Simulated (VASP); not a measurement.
All values below come from PBEsol GGA, VASP's PBE PAW potentials (set 64) (plane waves; VASP 6.6.1).

The input files of a VASP run:

File KPOINTS:
```
Automatic mesh
0
gamma
 6 6 2
```

### INCAR
```
SYSTEM = Cd3ZnS4
PREC = Accurate
ENCUT = 400
EDIFF = 1E-6
NELM = 100
ALGO = Normal
LREAL = .FALSE.
LASPH = .TRUE.
ISMEAR = 0
SIGMA = 0.05
GGA = PS
LMAXMIX = 4
LWAVE = .FALSE.
LCHARG = .FALSE.
IBRION = 2
ISIF = 3
NSW = 60
EDIFFG = -0.02
```

### POSCAR
```
Cd3ZnS4
1
    0.0000000000     2.8491815614     2.8491815614
    2.8491815614     0.0000000000     2.8491815614
   11.4501655990    11.4501655990    -0.0534393533
Zn S Cd
1 4 3
Direct
  0.9990991584   0.9990991584   0.0006756312
  0.2672748505   0.2672748505   0.0495438621
  0.2540147897   0.2540147897   0.3094889077
  0.2422877115   0.2422877115   0.5682842164
  0.2318157967   0.2318157967   0.8261381525
  0.0136770783   0.0136770783   0.2397421913
  0.0016747604   0.0016747604   0.4987439297
  0.9901558545   0.9901558545   0.7573831091
```

POTCAR, in this order: Zn S Cd (PBE.64 set). Program: vasp_std.

What VASP printed:

### OSZICAR
```
       N       E                     dE             d eps       ncg     rms          rms(c)
DAV:   1     0.519992318754E+03    0.51999E+03   -0.29851E+04  1892   0.137E+03
DAV:   2     0.173291838926E+02   -0.50266E+03   -0.48777E+03  2054   0.370E+02
DAV:   3    -0.284999688384E+02   -0.45829E+02   -0.45516E+02  2121   0.115E+02
DAV:   4    -0.297348875516E+02   -0.12349E+01   -0.12307E+01  2256   0.191E+01
DAV:   5    -0.297569570015E+02   -0.22069E-01   -0.22052E-01  2229   0.253E+00    0.162E+01
DAV:   6    -0.278278929241E+02    0.19291E+01   -0.43837E+00  2509   0.307E+01    0.123E+01
DAV:   7    -0.279229982166E+02   -0.95105E-01   -0.38544E+00  2028   0.942E+00    0.410E+00
DAV:   8    -0.278244454142E+02    0.98553E-01   -0.68213E-01  2201   0.653E+00    0.114E+00
DAV:   9    -0.278254750028E+02   -0.10296E-02   -0.52375E-02  2066   0.185E+00    0.296E-01
DAV:  10    -0.278257612573E+02   -0.28625E-03   -0.26056E-03  2245   0.348E-01    0.178E-01
DAV:  11    -0.278258679419E+02   -0.10668E-03   -0.76663E-04  2282   0.222E-01    0.573E-02
DAV:  12    -0.278258900813E+02   -0.22139E-04   -0.11341E-04  2045   0.610E-02    0.259E-02
DAV:  13    -0.278258925043E+02   -0.24230E-05   -0.11505E-05  2157   0.156E-02    0.163E-02
DAV:  14    -0.278258946833E+02   -0.21791E-05   -0.37966E-06  1524   0.110E-02    0.978E-03
DAV:  15    -0.278258946097E+02    0.73621E-07   -0.12522E-06  1245   0.506E-03
   1 F= -.27825895E+02 E0= -.27825895E+02  d E =-.278259E+02
```

### OUTCAR
```
------------------------ aborting loop because EDIFF is reached ----------------------------------------
  FORCE on cell =-STRESS in cart. coord.  units (eV):
  Direction    XX          YY          ZZ          XY          YZ          ZX
  --------------------------------------------------------------------------------------
  Total       -0.0301319     -0.0301319     -0.0301319      0.0418352     -0.0418352     -0.0418352
  in kB       -0.2590850     -0.2590850     -0.2590850      0.3597143     -0.3597143     -0.3597143
  external PRESSURE =      -0.2590850 kB  Pullay stress =       0.0000000 kB
  volume of cell :      186.33
      direct lattice vectors                 reciprocal lattice vectors
     0.000000000  2.849181561  2.849181561    -0.175080431  0.175897553  0.175080431
     2.849181561  0.000000000  2.849181561     0.175897553 -0.175080431  0.175080431
    11.450165599 11.450165599 -0.053439353     0.043565827  0.043565827 -0.043565827
 POSITION                                       TOTAL-FORCE (eV/Angst)
 -----------------------------------------------------------------------------------
      2.85435      2.85435      5.69319        -0.000990     -0.000990      0.000990
      1.32880      1.32880      1.52038        -0.000199     -0.000199      0.000199
      4.26743      4.26743      1.43093         0.004036      0.004036     -0.004036
      7.19727      7.19727      1.35027        -0.005575     -0.005575      0.005575
     10.11990     10.11990      1.27682         0.008495      0.008495     -0.008495
      2.78406      2.78406      0.06513        -0.010045     -0.010045      0.010045
      5.71547      5.71547     -0.01711        -0.002269     -0.002269      0.002269
     11.49330     11.49330      5.60179         0.006547      0.006547     -0.006547
 -----------------------------------------------------------------------------------
    total drift:                                0.000220      0.000220     -0.000168
  FREE ENERGIE OF THE ION-ELECTRON SYSTEM (eV)
  ---------------------------------------------------
  free  energy   TOTEN  =       -27.8258946097 eV

  energy  without entropy=      -27.8258946097  energy(sigma->0) =      -27.82589461

 reached required accuracy - stopping structural energy minimisation
```
(Selected blocks of OUTCAR.)

The structure was generated: Cd3ZnS4 was put into an ordered model structure (R3m), which need not be its known phase. It was relaxed first. The start is the result of an earlier pass.
